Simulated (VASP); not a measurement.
Input of a VASP 6.6.1 run:

Contents of POSCAR:

```
MoS2
1.0
    3.1675334954      0.0000000000      0.0000000000
   -1.5837667477      2.7431644744      0.0000000000
    0.0000000000      0.0000000000     12.3421891146
  Mo              S
     2     4
Direct
     0.3333333332999970    0.6666666667000030    0.2500000000000000
     0.6666666667000030    0.3333333332999970    0.7500000000000000
     0.3333333332999970    0.6666666667000030    0.6228959122189863
     0.6666666667000030    0.3333333332999970    0.1228959122189863
     0.3333333332999970    0.6666666667000030    0.8771040877810137
     0.6666666667000030    0.3333333332999970    0.3771040877810137
```

File INCAR.step1:

```
SYSTEM = MoS2
  PREC = Accurate
  ENCUT = 600
  EDIFF = 1E-8
  ISMEAR = 0
  SIGMA = 0.03
  LREAL = .False.
  LASPH = .True.
  NELM = 80
  ALGO = Normal
  ISIF = 3
  LWAVE = .False.
  LCHARG = .False.
  GGA = MK
  LUSE_VDW = .True.
  AGGAC = 0.0
  PARAM1 = 0.1234
  PARAM2 = 0.711357
  ZAB_VDW = -1.8867
  KPAR = 2
  IBRION = 2
  NSW = 40
  EDIFFG = -0.002
```

The input INCAR.step2:

```
SYSTEM = MoS2
  PREC = Accurate
  ENCUT = 600
  EDIFF = 1E-8
  ISMEAR = 0
  SIGMA = 0.03
  LREAL = .False.
  LASPH = .True.
  NELM = 80
  ALGO = Normal
  ISIF = 2
  LWAVE = .False.
  LCHARG = .False.
  GGA = MK
  LUSE_VDW = .True.
  AGGAC = 0.0
  PARAM1 = 0.1234
  PARAM2 = 0.711357
  ZAB_VDW = -1.8867
  KPAR = 2
  IBRION = 6
  NFREE = 2
  POTIM = 0.015
  NSW = 1
```

File KPOINTS:

```
Automatic mesh
0
Gamma
  12 12 3
  0 0 0
```

Potentials or basis: VASP PAW PBE potentials, release 64 (Mo_sv, S).

The run is started by

```bash
$ cat potpaw_PBE.64/Mo_sv/POTCAR potpaw_PBE.64/S/POTCAR > POTCAR
$ cp INCAR.step1 INCAR
$ mpirun -np 2 vasp_std > vasp.out
$ cp CONTCAR POSCAR
$ cp INCAR.step2 INCAR
$ mpirun -np 2 vasp_std > vasp.out
```

(1) What does it give for the highest phonon frequency at Γ, LO-TO splitting left out?

## Answers

(1) 461 cm⁻¹.
